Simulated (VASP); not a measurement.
OSZICAR of a VASP run on HfC (relaxed from the NiAs type structure, space group P6_3/mmc):

File OSZICAR:
```
       N       E                     dE             d eps       ncg     rms          rms(c)
DAV:   1     0.947550668664E+02    0.94755E+02   -0.15551E+04  1512   0.150E+03
DAV:   2    -0.424983016969E+02   -0.13725E+03   -0.13408E+03  1978   0.320E+02
DAV:   3    -0.482022574666E+02   -0.57040E+01   -0.55857E+01  1878   0.493E+01
DAV:   4    -0.482770197479E+02   -0.74762E-01   -0.74709E-01  2018   0.595E+00
DAV:   5    -0.482777184167E+02   -0.69867E-03   -0.69860E-03  1876   0.505E-01    0.802E+01
DAV:   6    -0.424277460587E+02    0.58500E+01   -0.48094E+01  1662   0.276E+01    0.624E+01
DAV:   7    -0.422659740032E+02    0.16177E+00   -0.40373E+00  1698   0.103E+01    0.251E+01
DAV:   8    -0.421619090809E+02    0.10406E+00   -0.52405E-01  1842   0.359E+00    0.513E+00
DAV:   9    -0.421558988503E+02    0.60102E-02   -0.46611E-02  1782   0.134E+00    0.356E+00
DAV:  10    -0.421552117133E+02    0.68714E-03   -0.43981E-03  1886   0.440E-01    0.856E-02
DAV:  11    -0.421551876940E+02    0.24019E-04   -0.23202E-04  1772   0.117E-01    0.306E-01
DAV:  12    -0.421551844844E+02    0.32096E-05   -0.28136E-05  1958   0.260E-02    0.107E-01
DAV:  13    -0.421551850547E+02   -0.57035E-06   -0.61857E-07  1166   0.660E-03
   1 F= -.42155185E+02 E0= -.42155318E+02  d E =-.421552E+02
       N       E                     dE             d eps       ncg     rms          rms(c)
DAV:   1    -0.421560414956E+02   -0.85701E-03   -0.70189E-02  1566   0.209E+00    0.491E-01
DAV:   2    -0.421554386845E+02    0.60281E-03   -0.14858E-03  1742   0.263E-01    0.110E-01
DAV:   3    -0.421552321792E+02    0.20651E-03   -0.22705E-04  1974   0.929E-02    0.662E-02
DAV:   4    -0.421551875620E+02    0.44617E-04   -0.73632E-05  2038   0.545E-02    0.448E-02
DAV:   5    -0.421551862062E+02    0.13559E-05   -0.53891E-06  1858   0.167E-02    0.104E-02
DAV:   6    -0.421551863122E+02   -0.10602E-06   -0.24450E-07   948   0.305E-03
   2 F= -.42155186E+02 E0= -.42155286E+02  d E =-.125746E-05
       N       E                     dE             d eps       ncg     rms          rms(c)
DAV:   1    -0.421556069413E+02   -0.42074E-03   -0.17409E-02  1548   0.104E+00    0.240E-01
DAV:   2    -0.421554557812E+02    0.15116E-03   -0.36910E-04  1740   0.131E-01    0.544E-02
DAV:   3    -0.421554042238E+02    0.51557E-04   -0.56071E-05  1962   0.461E-02    0.327E-02
DAV:   4    -0.421553926151E+02    0.11609E-04   -0.18359E-05  2024   0.272E-02    0.221E-02
DAV:   5    -0.421553918548E+02    0.76034E-06   -0.11913E-06   996   0.839E-03
   3 F= -.42155392E+02 E0= -.42155508E+02  d E =-.206800E-03
```

Question: Which electronic solver shows in the log?

Answer: It is blocked Davidson (ALGO = Normal, or the opening steps of other solvers). The INCAR had ALGO = Normal.

Question: Can the final energy be trusted as converged?

Answer: The calculation finished and met its thresholds. It stopped with EDIFF = 1E-6, NELM = 100, NSW = 60 and EDIFFG = -0.02 after 3 ionic steps (PBEsol GGA, plane waves, VASP's PBE PAW potentials (set 64)).

The structure was generated: HfC was put into the NiAs type type (P6_3/mmc), which need not be its known phase. This run relaxes it. Symmetry was kept, so distortions that lower it aren't found. The start is the result of an earlier pass.
